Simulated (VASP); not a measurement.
VASP ran on this input.

**INCAR**
```
SYSTEM = ZrN
PREC = Accurate
ENCUT = 520
EDIFF = 1E-6
NELM = 100
ALGO = Normal
LREAL = .FALSE.
LASPH = .TRUE.
ISMEAR = 0
SIGMA = 0.05
GGA = PS
LMAXMIX = 4
LWAVE = .FALSE.
LCHARG = .FALSE.
IBRION = 2
ISIF = 3
NSW = 60
EDIFFG = -0.01
```

### POSCAR
```
ZrN
1
    3.0786720000     0.0000000000     0.0000000000
   -1.5393360000     2.6662080000     0.0000000000
    0.0000000000     0.0000000000     3.0046310000
Zr N
1 1
Direct
  0.0000000000   0.0000000000   0.0000000000
  0.6666670000   0.3333330000   0.5000000000
```

File KPOINTS:
```
Automatic mesh
0
Gamma
9 9 8
0 0 0
```

POTCAR, in this order: Zr_sv N (PBE.64 set). Program: vasp_std.

Task: Translate this PBEsol calculation to Ansatz.

Result: One equivalent input (not run):
Ansatz 0.2 input:
```yaml
crystal:
  lattice:
    - [3.0786720, 0.0000000, 0.0000000]
    - [-1.5393360, 2.6662080, 0.0000000]
    - [0.0000000, 0.0000000, 3.0046310]
  atoms:
    - { symbol: Zr, position: [0.0000000, 0.0000000, 0.0000000] }
    - { symbol: N, position: [0.6666670, 0.3333330, 0.5000000] }
kpoints:
  mp_grid: { grid: [9, 9, 8] }
hamiltonian:
  xc: pbesol
  pseudopotentials: { kind: paw }
scf:
  occupations: { method: gaussian, width: 0.05 }
  max_iter: 100
relax:
  max_steps: 60
  f_tol: 0.01
  cell: {}
output: { forces: true, stress: true, eigenvalues: true }
```
The two are equivalent in intent, not identical: each code has its own PAW files, so the cut-off isn't converted (ENCUT is set for VASP's; basis.ecutwfc is left out, and Ansatz then takes the one that its files recommend); Ansatz stops its SCF on the density residual and VASP on the energy change (EDIFF).

The structure was generated: ZrN was put into the WC type (P-6m2), which need not be its known phase. This run relaxes it. Symmetry was kept, so distortions that lower it aren't found.
